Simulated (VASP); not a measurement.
Write the native input for VASP 6.6.1 that does the following.

| Quantity | Value |
| --- | --- |
| Task | single point |
| Functional | PBE |
| Potentials or basis | VASP PAW PBE potentials, release 64 (Li_sv, B, C) |
| Cutoff | 520 eV |
| k mesh | 7 × 7 × 3 |
| Occupations | fermi-dirac, width 0.1 eV |
| Spin | no spin polarisation |
| Dipole correction | no |
| Further INCAR settings | ALGO = Fast; EDIFF = 1e-06; NBANDS = 16 |

The structure of LiB2C2 lies in POSCAR:

```
LiB2C2
1.0
    2.7146442900      0.0000000000      0.0000000000
   -1.3573221400      2.3509509200      0.0000000000
    0.0000000000      0.0000000000      7.1180530000
Li B C
1 2 2
Direct
    0.0000000000      0.0000000000      0.5000000000
    0.3333333298      0.6666666695      0.7498129994
    0.6666666702      0.3333333305      0.2501870006
    0.3333333298      0.6666666695      0.3032190003
    0.6666666702      0.3333333305      0.7417809997
```

The cell comes from a database or a generator and needn't be the stable form of this composition.

The input as run:

INCAR

```
SYSTEM = LiB2C2
ALGO = Fast
EDIFF = 1E-6
ENCUT = 520
GGA = PE
ISIF = 2
ISMEAR = -1
LASPH = .TRUE.
LCHARG = .FALSE.
LREAL = .FALSE.
LWAVE = .FALSE.
NBANDS = 16
NELM = 80
PREC = Accurate
SIGMA = 0.1
```

KPOINTS

```
k-points
0
G
  7 7 3
  0 0 0
```

Potentials or basis: VASP PAW PBE potentials, release 64 (Li_sv, B, C).

Command:

```bash
$ cat potpaw_PBE.64/Li_sv/POTCAR potpaw_PBE.64/B/POTCAR potpaw_PBE.64/C/POTCAR > POTCAR
$ mpirun -np 1 vasp_std > vasp.out
```

Results of the run:

* Largest force: 3.800 eV/Å
* Band gap on the k mesh: none (metal or under the smearing width)

Caveat: the k mesh is coarse (spacing up to 0.38 Å⁻¹), so the values aren't converged; forces of over 1 eV/Å show positions far from the minimum, so gaps and moduli don't describe the material at rest.

Run time: 25 s on 1 thread of Intel(R) Xeon(R) Platinum 8375C CPU @ 2.90GHz (Ice Lake), with other jobs on the host, peak memory 0.15 GiB.
